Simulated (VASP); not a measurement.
Calculation: PBE GGA, VASP's PBE PAW potentials (set 64) (plane waves; VASP).

VASP input:

KPOINTS:
```
k-points along high-symmetry lines
15
Line-mode
Reciprocal
  0.000000   0.000000   0.000000 ! GAMMA
  0.500000   0.000000   0.500000 ! X

  0.500000   0.000000   0.500000 ! X
  0.625000   0.250000   0.625000 ! U

  0.375000   0.375000   0.750000 ! K
  0.000000   0.000000   0.000000 ! GAMMA

  0.000000   0.000000   0.000000 ! GAMMA
  0.500000   0.500000   0.500000 ! L

  0.500000   0.500000   0.500000 ! L
  0.500000   0.250000   0.750000 ! W

  0.500000   0.250000   0.750000 ! W
  0.500000   0.000000   0.500000 ! X
```

INCAR:
```
! general
SYSTEM  = KI
PREC    = Accurate
ENCUT   = 400
LREAL   = F
LASPH   = T
ICHARG  = 11

! electronic loop
EDIFF   = 1E-7
NELM    = 100
ALGO    = Normal
LMAXMIX = 4

! smearing
ISMEAR  = 0
SIGMA   = 0.05

! functional
GGA     = PE

! output
LWAVE   = F
LCHARG  = F
LORBIT  = 11
```

### POSCAR
```
KI
1.0
  0.0000000000   3.5930912037   3.5930912037
  3.5930912037   0.0000000000   3.5930912037
  3.5930912037   3.5930912037   0.0000000000
K I
1 1
direct
  0.0000000000   0.0000000000   0.0000000000
  0.5000000000   0.5000000000   0.5000000000
```

POTCAR, in this order: K_sv I (PBE.64 set). Program: vasp_std. Read from the step before: CHGCAR.

What VASP printed:

### OSZICAR
```
       N       E                     dE             d eps       ncg     rms          rms(c)
DAV:   1     0.798110993341E+02    0.79811E+02   -0.57036E+03  2160   0.914E+02
DAV:   2    -0.550310253700E-01   -0.79866E+02   -0.75020E+02  2680   0.218E+02
DAV:   3    -0.496434097774E+01   -0.49093E+01   -0.48856E+01  2828   0.515E+01
DAV:   4    -0.521567772111E+01   -0.25134E+00   -0.25112E+00  3868   0.101E+01
DAV:   5    -0.521716143152E+01   -0.14837E-02   -0.14837E-02  2808   0.790E-01
DAV:   6    -0.521720281189E+01   -0.41380E-04   -0.41380E-04  3252   0.100E-01
DAV:   7    -0.521720345474E+01   -0.64286E-06   -0.64285E-06  3216   0.140E-02
DAV:   8    -0.521720347013E+01   -0.15390E-07   -0.15377E-07  2608   0.198E-03
   1 F= -.52172035E+01 E0= -.52172035E+01  d E =-.202276E-11
```

OUTCAR:
```
 val. band max:       -0.6693184191   @ k =   0.0000   0.0000   0.0000

 cond. band min:       3.1792028347   @ k =   0.0000   0.0000   0.0000



 k-point     1 :       0.0000    0.0000    0.0000
  band No.  band energies     occupation
      1     -29.2647      2.00000
      2     -12.7456      2.00000
      3     -12.7456      2.00000
      4     -12.7456      2.00000
      5     -11.0990      2.00000
      6      -0.6693      2.00000
      7      -0.6693      2.00000
      8      -0.6693      2.00000
      9       3.1792      0.00000
     10       5.8431      0.00000
     11       5.8431      0.00000
     12       5.8431      0.00000

 k-point     2 :       0.0357    0.0000    0.0357
  band No.  band energies     occupation
      1     -29.2647      2.00000
      2     -12.7473      2.00000
      3     -12.7458      2.00000
      4     -12.7458      2.00000
      5     -11.0952      2.00000
      6      -0.6979      2.00000
      7      -0.6746      2.00000
      8      -0.6746      2.00000
      9       3.2224      0.00000
     10       5.8086      0.00000
     11       5.8724      0.00000
     12       5.8724      0.00000

 k-point     3 :       0.0714    0.0000    0.0714
  band No.  band energies     occupation
      1     -29.2646      2.00000
      2     -12.7521      2.00000
      3     -12.7463      2.00000
      4     -12.7463      2.00000
      5     -11.0845      2.00000
      6      -0.7774      2.00000
      7      -0.6900      2.00000
      8      -0.6900      2.00000
      9       3.3448      0.00000
     10       5.7127      0.00000
     11       5.9597      0.00000
     12       5.9597      0.00000

 k-point     4 :       0.1071    0.0000    0.1071
  band No.  band energies     occupation
      1     -29.2645      2.00000
      2     -12.7592      2.00000
      3     -12.7472      2.00000
      4     -12.7472      2.00000
      5     -11.0682      2.00000
      6      -0.8923      2.00000
      7      -0.7142      2.00000
...
```

The density is held fixed in this step, so its total energy and stress have no physical meaning. Unless said otherwise, spin-orbit coupling is left out, though it shifts the bands of the heavy elements here.

The compound is KI in the rock salt structure. It was relaxed first, which changed the volume by +5 %.
